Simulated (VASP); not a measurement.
# AgB (Pm-3m) in VASP: further runs, part 3 of 3

VASP 6.6.1. The steps go on from the part before.

### 7 Relaxation of cell and atoms, PBE

This run uses another cell than the first one, of 12.71 Å³/atom, 1.032 times its volume.

Input file INCAR:

```
PREC     = Accurate       # precision mode
ENCUT    = 600            # plane-wave cutoff, eV
EDIFF    = 1E-7           # SCF threshold, eV
ISMEAR   = -1             # smearing method
SIGMA    = 0.1            # smearing width, eV
LREAL    = False          # projectors in reciprocal space
LASPH    = True           # aspherical terms in the spheres
NELM     = 60             # most SCF steps
ALGO     = Normal         # electronic algorithm
ISIF     = 3              # what is computed and relaxed
LWAVE    = False          # write WAVECAR
LCHARG   = False          # write CHGCAR
GGA      = PE             # functional
IBRION   = 2              # ionic algorithm
NSW      = 60             # ionic steps
EDIFFG   = -0.01          # ionic threshold
```

Input file KPOINTS:

```
Automatic mesh
0
Gamma
  6 6 6
```

Input file POSCAR:

```
AgB
1.0
    2.9400160000      0.0000000000      0.0000000000
    0.0000000000      2.9400160000      0.0000000000
    0.0000000000      0.0000000000      2.9400160000
Ag B
1 1
Direct
    0.0000000000      0.0000000000      0.0000000000
    0.5000000000      0.5000000000      0.5000000000
```

Potentials or basis: VASP PAW PBE potentials, release 64 (Ag, B).

Started as:

```
$ cat potpaw_PBE.64/Ag/POTCAR potpaw_PBE.64/B/POTCAR > POTCAR
$ mpirun -np 1 vasp_std > vasp.out
```

OUTCAR:

```text
PREC = Accurate
   ENCUT = 600
   EDIFF = 1E-7
   ISMEAR = -1
   LREAL = False
   LASPH = True
   NELM = 60
   ISIF = 3
   GGA = PE
   IBRION = 2
   NSW = 60
   EDIFFG = -0.01

 ion  position               nearest neighbor table
   1  0.000  0.000  0.000-   2 2.55   2 2.55   2 2.55   2 2.55   2 2.55   2 2.55   2 2.55   2 2.55

   2  0.500  0.500  0.500-   1 2.55   1 2.55   1 2.55   1 2.55   1 2.55   1 2.55   1 2.55   1 2.55

  LATTYP: Found a simple cubic cell.
 ALAT       =     2.9400160000

  Lattice vectors:

 A1 = (   2.9400160000,   0.0000000000,   0.0000000000)
 A2 = (   0.0000000000,   2.9400160000,   0.0000000000)
 A3 = (   0.0000000000,   0.0000000000,   2.9400160000)

Analysis of symmetry for initial positions (statically):
[... 178 lines left out ...]
  Total       -0.5618080     -0.5618080     -0.5618080      0.0000000     -0.0000000      0.0000000
  in kB      -35.4200677    -35.4200677    -35.4200677      0.0000000     -0.0000000      0.0000000
  external PRESSURE =     -35.4200677 kB  Pullay stress =       0.0000000 kB
[... 59 lines left out ...]
--------------------------------------- Ionic step        3  -------------------------------------------

 number of electron      14.0000000 magnetization

 Free energy of the ion-electron system (eV)
  ---------------------------------------------------
  ext. energy  EPLUGINS =         0.00000000
  ---------------------------------------------------
  free energy    TOTEN  =        -6.65776530 eV

  energy without entropy =       -6.61829995  energy(sigma->0) =       -6.63803262

 E-fermi :   8.7515     XC(G=0): -12.2670

 val. band max:        8.6589847695   @ k =   0.5000   0.3333   0.3333
 cond. band min:       8.7933427594   @ k =   0.3333   0.3333   0.1667
 fundamental gap:      0.1343579899
 Fermi energy:         8.7514555705

 k-point     1 :       0.0000    0.0000    0.0000
  band No.  band energies     occupation
      1      -2.9781      2.00000
      2       1.8416      2.00000
      3       1.8416      2.00000
      4       4.0033      2.00000
      5       4.0033      2.00000
      6       4.0033      2.00000
      7      10.4536      0.00000
      8      10.4536      0.00000
      9      10.4536      0.00000
     10      16.7893      0.00000
     11      20.7419      0.00000
[... 293 lines left out ...]
  FREE ENERGIE OF THE ION-ELECTRON SYSTEM (eV)
  ---------------------------------------------------
  free  energy   TOTEN  =        -6.6577653002 eV

  energy  without entropy=       -6.6182999488  energy(sigma->0) =       -6.63803262

 reached required accuracy - stopping structural energy minimisation
```

OSZICAR:

```text
N       E                     dE             d eps       ncg     rms          rms(c)
DAV:   1     0.594495397385E+02    0.59450E+02   -0.77984E+03   456   0.135E+03
DAV:   2    -0.651862442520E+01   -0.65968E+02   -0.62714E+02   482   0.236E+02
DAV:   3    -0.772093237937E+01   -0.12023E+01   -0.11917E+01   494   0.332E+01
[... 27 lines left out ...]
DAV:   4    -0.665777383985E+01    0.17421E-03   -0.48318E-04   440   0.158E-01    0.281E-02
DAV:   5    -0.665777223029E+01    0.16096E-05   -0.62445E-06   470   0.237E-02    0.273E-02
DAV:   6    -0.665776566068E+01    0.65696E-05   -0.13205E-05   467   0.309E-02    0.715E-03
DAV:   7    -0.665776523749E+01    0.42319E-06   -0.21225E-06   479   0.124E-02    0.419E-03
DAV:   8    -0.665776530016E+01   -0.62676E-07   -0.89945E-08   243   0.317E-03
   3 F= -.66577653E+01 E0= -.66380326E+01  d E =-.944391E-02
```

CONTCAR:

```text
AgB
   1.00000000000000
     2.9078612950344431    0.0000000000000000    0.0000000000000000
     0.0000000000000000    2.9078612950344431   -0.0000000000000000
    -0.0000000000000000   -0.0000000000000000    2.9078612950344431
  Ag              B
     1     1
Direct
     0.0000000000000000    0.0000000000000000    0.0000000000000000
     0.5000000000000000    0.5000000000000000    0.5000000000000000

  0.00000000E+00  0.00000000E+00  0.00000000E+00
  0.00000000E+00  0.00000000E+00  0.00000000E+00
```

It took 15 s on 1 thread of AMD EPYC 7R13 (Zen 3), shared host; peak memory 0.11 GiB.

What came out:

```yaml
Free_energy: -6.6578 eV
Relaxed_volume: 12.29 Å³/atom
Relaxed_cell: a = 2.908 Å, b = 2.908 Å, c = 2.908 Å, α = 90.00°, β = 90.00°, γ = 90.00°
Space_group_after_relaxing_to_0.05_Å: Pm-3m (No. 221)
Energy_gained_by_relaxing: 4.7 meV/atom
Ionic_steps: 3
Pressure_after_relaxing: 0.0 GPa
Band_gap_on_the_k_mesh: none (metal or under the smearing width)
```

Step by step:
```tsv
step	energy change (eV)	largest force (eV/Å)	pressure (GPa)	volume (Å³)
1	0.0000	0.0000	-3.54	25.41
2	-0.0089	0.0000	0.96	24.39
3	-0.0094	0.0000	0.01	24.59
```

Final structure:
```cif
data_structure
_symmetry_space_group_name_H-M 'P 1'
_symmetry_Int_Tables_number 1
_cell_length_a 2.9079
_cell_length_b 2.9079
_cell_length_c 2.9079
_cell_angle_alpha 90.000
_cell_angle_beta 90.000
_cell_angle_gamma 90.000
_cell_volume 24.59
loop_
_atom_site_label
_atom_site_type_symbol
_atom_site_fract_x
_atom_site_fract_y
_atom_site_fract_z
_atom_site_occupancy
Ag1 Ag 0.00000 0.00000 0.00000 1
B1 B 0.50000 0.50000 0.50000 1
```

Levels at points of the mesh, in eV from the Fermi level:
```csv
k point,band 5,band 6,band 7,band 8,band 9,band 10
"(0.00, 0.00, 0.00)",-4.75,-4.75,1.70,1.70,1.70,8.04
"(0.50, 0.00, 0.00)",-5.85,-4.66,-2.89,4.59,4.59,10.25
"(0.50, 0.50, 0.00)",-4.01,-3.74,-3.74,-0.71,2.96,3.80
"(0.50, 0.50, 0.50)",-3.97,-2.86,2.29,2.29,2.29,4.18
```

### 8 The runs side by side

```tsv
task	level	potentials or basis	cell	cutoff (eV)	mesh quality	gap on the mesh (eV)	pressure (GPa)	relaxed volume (Å³/atom)
single point	PBE	VASP PAW PBE potentials, release 64 (Ag, B)	Pm-3m, 12.31 Å³/atom	520	not flagged	none	-0.2	-
relaxation of cell and atoms	PBE	VASP PAW PBE potentials, release 64 (Ag, B)	relaxed	600	not flagged	none	0.0	12.29
single point	LDA	VASP PAW LDA potentials, release 64 (Ag, B)	Pm-3m, 11.34 Å³/atom	520	coarse	none	0.2	-
relaxation of cell and atoms	LDA	VASP PAW LDA potentials, release 64 (Ag, B)	relaxed	600	not flagged	none	0.1	11.35
```

Alike in all rows: no spin polarisation; k mesh 6 × 6 × 6; smearing fermi-dirac 0.1 eV.

Caveats: some runs use coarse meshes.

Absolute energies hang on the potentials; compare differences alone.
